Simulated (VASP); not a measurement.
The cell holds one Tl (hcp) (0 0 0 1) slab, with vacuum along c, ions free to move until forces fall under 0.03 eV/Å, no reconstruction beyond this cell, dipole correction on.

Consider the following.

```
CELL_PARAMETERS angstrom
      3.43404     0.00000     0.00000
     -1.71702     2.97397     0.00000
      0.00000     0.00000    26.28996
ATOMIC_POSITIONS crystal
  Tl 0.66667 0.33333 0.44922
  Tl 0.33333 0.66667 0.34471
  Tl 0.66667 0.33333 0.65529
  Tl 0.33333 0.66667 0.55078
```

Method: PBEsol GGA, VASP's PBE PAW potentials (set 64) (plane waves; VASP). Settings: 400 eV cut-off, 9×9×1 Γ-centred mesh, first-order Methfessel-Paxton smearing of 0.10 eV, potentials Tl_d.

Slab and bulk use different k-meshes, so the surface energy is good to a few per cent at best. Unless said otherwise, spin-orbit coupling is left out, though it shifts the bands of the heavy elements here.

Question: Predict its surface energy, work function, band gap (on the k-mesh).

Answer: 
```
Quantity                                                    Result
------------------------  ----------------------------------------
surface energy                                          0.35 J/m^2
work function                                              3.50 eV
band gap (on the k-mesh)  none (metal, semimetal or under 0.01 eV)
```

The cell is a thin slab with vacuum, built from Tl (hcp): (001) face.
